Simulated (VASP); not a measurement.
Runs of VASP 6.6.1 on Y. The cell holds a slab with vacuum, 4 atoms: a = 3.651 Å, b = 3.651 Å, c = 23.621 Å, α = 90.00°, β = 90.00°, γ = 120.00°. 

| task | level | cell | smearing | atoms held fixed (from 0) | gap on the mesh (eV) | largest force (eV/Å) |
| --- | --- | --- | --- | --- | --- | --- |
| work function | PBE | the (0 0 1) slab of Y, cut from the database cell, not relaxed | gaussian 0.05 eV | - | none | (a) |
| relaxation of the atoms | PBE+D3 | atoms relaxed from: the (0 0 1) slab of Y, cut from the database cell, not relaxed | gaussian 0.05 eV | [0, 1] | none | - |
| relaxation of the atoms | RPBE | atoms relaxed from: the (0 0 1) slab of Y, cut from the database cell, not relaxed | gaussian 0.05 eV | [0, 1] | none | - |
| single point | PBE | the (0 0 1) slab of Y, cut from the database cell, not relaxed | fermi-dirac 0.05 eV | - | none | 0.20 |

Alike in all rows: potentials or basis VASP PAW PBE potentials, release 64 (Y_sv); no spin polarisation; k mesh 8 × 8 × 1; cutoff (eV) 520.

Problem. Estimate the missing entries.

Solution. (a) 0.19.

Caveats: the PAW data sets were made with another functional, which shifts forces and pressure a little (some runs).

A k mesh can miss the band edges, and the runs leave out spin-orbit coupling on Y.

A gap of «none» marks a metal or a gap under the smearing width.
